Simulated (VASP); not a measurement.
## BN: single point with PBE

BN:

```
CELL_PARAMETERS angstrom
0.00000 1.75661 1.75661
1.75661 0.00000 1.75661
1.75661 1.75661 0.00000
ATOMIC_POSITIONS crystal
B 0.00000 0.00000 0.00000
N 0.25000 0.25000 0.25000
```

The cell isn't the ideal one: a relaxed cell with its volume scaled by 0.91.

| Item | Value |
| --- | --- |
| Program | VASP 6.6.1 |
| Task | single point |
| Functional | PBE |
| Potentials or basis | VASP PAW PBE potentials, release 64 (B, N) |
| Cutoff | 520 eV |
| k mesh | 14 × 14 × 14 |
| Occupations | gaussian, width 0.02 eV |
| Spin | no spin polarisation |
| Further INCAR settings | ALGO = Normal; EDIFF = 0.05; NBANDS = 11 |

```json
{
  "Pressure": "42.1 GPa",
  "Band gap on the k mesh": "4.53 eV, indirect (least direct gap 9.25 eV)"
}
```

Levels at points of the mesh, in eV from the valence-band top:
```
           k point  band 1  band 2  band 3  band 4  band 5  band 6  band 7  band 8
(0.00, 0.00, 0.00)  -21.24    0.00    0.00    0.00    9.25    9.25    9.25   11.76
(0.50, 0.00, 0.00)  -16.60  -11.50   -2.10   -2.10   11.19   11.19   11.29   16.12
(0.50, 0.50, 0.00)  -15.12   -9.49   -5.34   -5.34    4.53    9.70   19.29   19.29
```

Run time: 6.3 s on 1 thread of AMD EPYC 7R13 Processor (Zen 3) (shared host), peak memory 0.09 GiB.

Caveat: a pressure of tens of GPa on the cell as given is suspect, and the run, the potentials or the cell itself is likely at fault. A k mesh can miss the band edges.
